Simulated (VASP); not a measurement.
Computed with PBE GGA, VASP's PBE PAW potentials (set 64) (plane waves; VASP 6.6.1).

A VASP calculation is set up with these files.

### KPOINTS
```
k-points along high-symmetry lines
15
Line-mode
Reciprocal
  0.000000   0.000000   0.000000 ! GAMMA
 -0.500000  -0.500000   0.000000 ! X

 -0.500000  -0.500000   0.000000 ! X
 -0.375000  -0.375000   0.250000 ! U

 -0.375000  -0.000000   0.375000 ! K
  0.000000   0.000000   0.000000 ! GAMMA

  0.000000   0.000000   0.000000 ! GAMMA
 -0.000000  -0.000000   0.500000 ! L

 -0.000000  -0.000000   0.500000 ! L
 -0.500000  -0.250000   0.250000 ! W

 -0.500000  -0.250000   0.250000 ! W
 -0.500000  -0.500000   0.000000 ! X
```

**POSCAR**
```
CdSe
1
    0.0000000000     3.0956650803     3.0956650803
    3.0956650803    -0.0000000000     3.0956650803
    3.0956650803     3.0956650803     0.0000000000
Cd Se
1 1
Direct
  1.0000000000   1.0000000000   1.0000000000
  0.2500000000   0.2500000000   0.2500000000
```

### INCAR
```
SYSTEM  =  CdSe
PREC  =  Accurate; ENCUT  =  400; LREAL  =  .False.
LASPH  =  .True.; ICHARG  =  11
EDIFF  =  1E-7; NELM  =  100; ALGO  =  Normal
LMAXMIX  =  4
ISMEAR  =  0; SIGMA  =  0.05
GGA  =  PE
LWAVE  =  .False.; LCHARG  =  .False.; LORBIT  =  11
```

POTCAR, in this order: Cd Se (PBE.64 set). Program: vasp_std. Read from the step before: CHGCAR.

The run wrote:

OSZICAR:
```
       N       E                     dE             d eps       ncg     rms          rms(c)
DAV:   1     0.912896011313E+02    0.91290E+02   -0.78277E+03  2396   0.994E+02
DAV:   2    -0.102949033480E+01   -0.92319E+02   -0.88787E+02  2755   0.267E+02
DAV:   3    -0.468401730353E+01   -0.36545E+01   -0.36342E+01  2655   0.545E+01
DAV:   4    -0.470126579364E+01   -0.17248E-01   -0.17247E-01  2655   0.368E+00
DAV:   5    -0.470138291610E+01   -0.11712E-03   -0.11712E-03  2665   0.272E-01
DAV:   6    -0.470138433997E+01   -0.14239E-05   -0.14239E-05  2700   0.274E-02
DAV:   7    -0.470138436358E+01   -0.23618E-07   -0.23600E-07  2686   0.307E-03
   1 F= -.47013844E+01 E0= -.47013844E+01  d E =-.515266E-12
```

### OUTCAR
```
 val. band max:        0.5336870701   @ k =   0.0000   0.0000   0.0000

 cond. band min:       1.0302886417   @ k =   0.0000   0.0000   0.0000



 k-point     1 :       0.0000    0.0000    0.0000
  band No.  band energies     occupation
      1     -11.7758      2.00000
      2      -7.2339      2.00000
      3      -7.2339      2.00000
      4      -7.2339      2.00000
      5      -6.9136      2.00000
      6      -6.9136      2.00000
      7       0.5337      2.00000
      8       0.5337      2.00000
      9       0.5337      2.00000
     10       1.0303      0.00000
     11       6.4617      0.00000
     12       6.4617      0.00000
     13       6.4617      0.00000

 k-point     2 :      -0.0357   -0.0357    0.0000
  band No.  band energies     occupation
      1     -11.7704      2.00000
      2      -7.2315      2.00000
      3      -7.2314      2.00000
      4      -7.2306      2.00000
      5      -6.9145      2.00000
      6      -6.9130      2.00000
      7       0.2846      2.00000
      8       0.5063      2.00000
      9       0.5063      2.00000
     10       1.2903      0.00000
     11       6.3890      0.00000
     12       6.5019      0.00000
     13       6.5019      0.00000

 k-point     3 :      -0.0714   -0.0714    0.0000
  band No.  band energies     occupation
      1     -11.7545      2.00000
      2      -7.2242      2.00000
      3      -7.2242      2.00000
      4      -7.2208      2.00000
      5      -6.9172      2.00000
      6      -6.9111      2.00000
      7      -0.1031      2.00000
      8       0.4271      2.00000
      9       0.4271      2.00000
     10       1.7092      0.00000
     11       6.1946      0.00000
     12       6.6195      0.00000
     13       6.6195      0.00000

 k-point     4 :      -0.1071   -0.1071    0.0000
  band No.  band energies     occupation
      1     -11.7289      2.00000
      2      -7.2121      2.00000
      3      -7.2121      2.00000
      4      -7.2040      2.00000
...
```

The density is held fixed in this step, so its total energy and stress have no physical meaning.

The compound is CdSe in the zinc blende structure, whereas wurtzite is the usual form. It was relaxed first, which changed the volume by +7 %.
